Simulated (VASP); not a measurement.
```
CELL_PARAMETERS angstrom
      0.00000     3.31288     3.31288
      3.31288     0.00000     3.31288
      3.31288     3.31288     0.00000
ATOMIC_POSITIONS crystal
  Ag 0.00000 0.00000 0.00000
  I  0.75000 0.75000 0.75000
```

Level of theory: PBE GGA, VASP's PBE PAW potentials (set 64) (plane waves; VASP 6.6.1). Numerical set-up: PREC = Normal, EDIFF = 1E-5, 400 eV cut-off, 8×8×8 Γ-centred mesh, Gaussian smearing of 0.050 eV, potentials Ag I.

Unless said otherwise, spin-orbit coupling is left out, though it shifts the bands of the heavy elements here.

Q: Estimate the energy per atom (σ→0), band gap (on the k-mesh) with the smallest direct gap where there is one.

A: 
```
Item                                          Value
-----------------------------------  --------------
band gap (on the k-mesh)                    1.34 eV
smallest direct gap (on the k-mesh)         1.34 eV
energy per atom (σ→0)                -2.396 eV/atom
```

Total energies compare only between runs with the same potentials, cut-off and functional.

The compound is AgI in the zinc blende structure, whereas wurtzite is the usual form. It was relaxed first, which changed the volume by +6 %.
